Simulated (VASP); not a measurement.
An input for Quantum ESPRESSO's pw.x (written as the equivalent of a VASP run, and not itself run):

```
&CONTROL
  calculation = 'vc-relax'
  pseudo_dir = './pseudo'
  outdir = './out'
  tprnfor = .true.
  tstress = .true.
  nstep = 60
  forc_conv_thr = 0.00078
/
&SYSTEM
  ibrav = 0
  nat = 4
  ntyp = 2
  ecutwfc = 84
  occupations = 'smearing'
  smearing = 'methfessel-paxton'
  degauss = 0.00735
  input_dft = 'pz'
/
&ELECTRONS
  conv_thr = 7.3e-08
  electron_maxstep = 100
/
&IONS
/
&CELL
/
ATOMIC_SPECIES
  Ti 47.867 Ti.upf
  Pt 195.084 Pt.upf
CELL_PARAMETERS angstrom
     3.8777027    0.0000000    0.0000000
     0.0000000    3.8777027    0.0000000
    -0.0000000   -0.0000000    3.8777027
ATOMIC_POSITIONS crystal
  Ti   0.0000000  0.0000000  0.0000000
  Pt   0.0000000  0.5000000  0.5000000
  Pt   0.5000000  0.0000000  0.5000000
  Pt   0.5000000  0.5000000  0.0000000
K_POINTS automatic
  7 7 7 0 0 0
```

Task: Translate this input to VASP (INCAR, KPOINTS, POSCAR, choice of POTCAR).

Result: One answer among several that fit: 
**KPOINTS**
```
Automatic mesh
0
Gamma
7 7 7
0 0 0
```

INCAR:
```
# general
SYSTEM =Pt3Ti
PREC   =Accurate
ENCUT  =400
LREAL  =F
LASPH  =T

# electronic loop
EDIFF  =1E-6
NELM   =100
ALGO   =Normal
LMAXMIX=6

# smearing
ISMEAR =1
SIGMA  =0.1

# ions
IBRION =2
NSW    =60
ISIF   =3
EDIFFG =-0.02

# output
LWAVE  =F
LCHARG =F
```

File POSCAR:
```
Pt3Ti
1
    3.8777027260     0.0000000000     0.0000000000
    0.0000000000     3.8777027260     0.0000000000
   -0.0000000000    -0.0000000000     3.8777027260
Ti Pt
1 3
Direct
  0.0000000000   0.0000000000   0.0000000000
  0.0000000000   0.5000000000   0.5000000000
  0.5000000000   0.0000000000   0.5000000000
  0.5000000000   0.5000000000   0.0000000000
```

POTCAR, in this order: Ti_sv Pt (LDA.64 set). Program: vasp_std.

Limits of the translation: the potentials are each code's own (VASP's PAW set, PseudoDojo norm-conserving files in pw.x), so ENCUT and ecutwfc are chosen apart and not converted; conv_thr bounds pw.x's estimated SCF error, while EDIFF bounds the energy change between steps; forc_conv_thr acts on force components and is met together with etot_conv_thr.

The compound is Pt3Ti in the L1_2 structure. This run relaxes it. Symmetry was kept, so distortions that lower it aren't found. The start is the result of an earlier pass.
